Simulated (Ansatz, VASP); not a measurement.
# Ga2FeN2: VASP beside Ansatz

```
Ga Fe N
1.0
     4.68062    0.00000    0.00000
     0.00000    4.68062    0.00000
     0.00000    0.00000    4.78052
Ga Fe N
2 1 2
Cartesian
  0.0000 2.3403 2.3903
  2.3403 0.0000 2.3903
  0.0000 0.0000 2.3903
  0.0000 0.0000 4.2053
  0.0000 0.0000 0.5752
```

Alike in both runs: functional PBE; k mesh 8 × 8 × 6; occupations gaussian, width 0.1 eV; no spin polarisation.

Ansatz relaxed the structure, and its values are those at the end. VASP's run is a single point on that final structure, the one shown.

|  | VASP | Ansatz |
| --- | --- | --- |
| version | VASP 6.6.1 | Ansatz 0.2.0 |
| potentials or method | VASP PAW PBE potentials, release 64 (Ga_d, Fe, N) | scalar-relativistic, plane waves, PAW |
| plane-wave cutoff (eV) | 520 | 420 |
| valence electrons in the cell | 44 | 52 |

```csv
,VASP,Ansatz,Ansatz less VASP
gap on the k mesh at the Fermi level (eV),none,none,-
pressure (GPa),0.6,0.0,-0.55
rms of the force components (eV/Å),0.248,0.000,-0.2473
```

A gap of «none» marks a metal or a gap that the smearing closes. One of these differences is far larger than is usual between the two programs; its cause wasn't traced. The two sets of potentials don't hold the same shells in valence.

Caveats: the standard files for N, O and F lose accuracy on very short bonds; the run has no spin polarisation, though such a crystal can be magnetic. Spin polarisation is off, so any magnetic state and its effect on volume and gap are missing.
